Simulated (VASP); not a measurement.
Consider the following.

```
AlN
1.0
    1.54498    -2.67599     0.00000
    1.54498     2.67599     0.00000
    0.00000     0.00000     4.94815
Al N
2 2
Direct
  0.66667   0.33333   0.50005
  0.33333   0.66667   0.00005
  0.66667   0.33333   0.88195
  0.33333   0.66667   0.38195
```

The numbers are results of optB86b-vdW, VASP's PBE PAW potentials (set 64) (plane waves; VASP), not measurements. Numerical set-up: 520 eV cut-off, 8×8×5 Γ-centred mesh, Gaussian smearing of 0.050 eV, potentials Al N.

Task: Give the stress tensor in GPa (positive for a compressed cell).

Result: 
```
6.52  0.00  0.00
0.00  6.52  0.00
0.00  0.00  6.31
```
The pressure is its mean diagonal, 6.45 GPa.

The compound is AlN in the wurtzite structure. This cell is one point of a volume scan, at 0.97 of the reference volume.
